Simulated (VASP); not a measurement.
# Moving the dispersion correction in CSb

The cell as given:

The structure is cubic, space group Pm-3m (No. 221). Conventional cell: a = 3.115 Å, b = 3.115 Å, c = 3.115 Å, α = 90.00°, β = 90.00°, γ = 90.00°. Around Sb (site symmetry m-3m) lie 8 C at 2.70 Å. C (site symmetry m-3m) has 8 Sb at 2.70 Å as nearest neighbours.

The cell comes from a database or a generator and needn't be the stable form of this composition.

Kept alike: task relaxation of cell and atoms; functional PBEsol; k mesh 9 × 9 × 9; occupations fermi-dirac, width 0.05 eV; no spin polarisation. Program: VASP, PBE PAW files C, Sb, 600 eV. The mesh is that of the run's cell of 2 atoms. No spin-orbit coupling.

| dispersion correction | volume (Å³/atom) |
| --- | --- |
| D3(zero) | 14.175 |
| D3(BJ) | 13.852 |
| D4 | 14.044 |
| none | 14.363 |
| rVV10 (b = 20) | 14.316 |

The relaxations keep at least the cell's symmetry (Pm-3m). Relaxations stop with a little pressure left, so the last digits of a volume or edge aren't settled. All rows use potentials made for PBE.

Task: What does the dispersion correction change here?

Result: The volume runs from 13.852 (D3(BJ)) to 14.363 Å³/atom (none). Against no correction: D3(zero) -1.3 %; D3(BJ) -3.6 %; D4 -2.2 %; rVV10 (b = 20) -0.3 %. Dispersion terms mostly attract and so lower the volume; the schemes' coefficients and damping set how far.
